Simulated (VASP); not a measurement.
BeTe (relaxed from the NiAs structure, space group P6_3/mmc): computed properties

Calculation: r2SCAN meta-GGA, VASP's PBE PAW potentials (set 64) (plane waves; VASP 6.6.1).

| Quantity | Result |
|---|---|
| space group | P6_3/mmc (194) |
| cell | a = 3.855 Å, b = 3.855 Å, c = 6.032 Å, α = 90.00°, β = 90.00°, γ = 120.00° |
| volume per atom | 19.41 Å³/atom |
| band gap (over mesh and band path) | none (metal, semimetal or under 0.01 eV) |
| density | 5.85 g/cm³ |

Space group P6₃/mmc (No. 194); a = 3.855 Å, b = 3.855 Å, c = 6.032 Å, α = 90.00°, β = 90.00°, γ = 120.00°

```csv
atom,site,symmetry,x,y,z
Be,2a,-3m.,0.0000,0.0000,0.0000
Te,2c,-6m2,0.3333,0.6667,0.2500
```

Unless said otherwise, spin-orbit coupling is left out, though it shifts the bands of the heavy elements here.

The structure was generated: BeTe was put into the NiAs type (P6_3/mmc), which need not be its known phase. It was relaxed first, which changed the volume by +15 %. Symmetry was kept, so distortions that lower it aren't found.
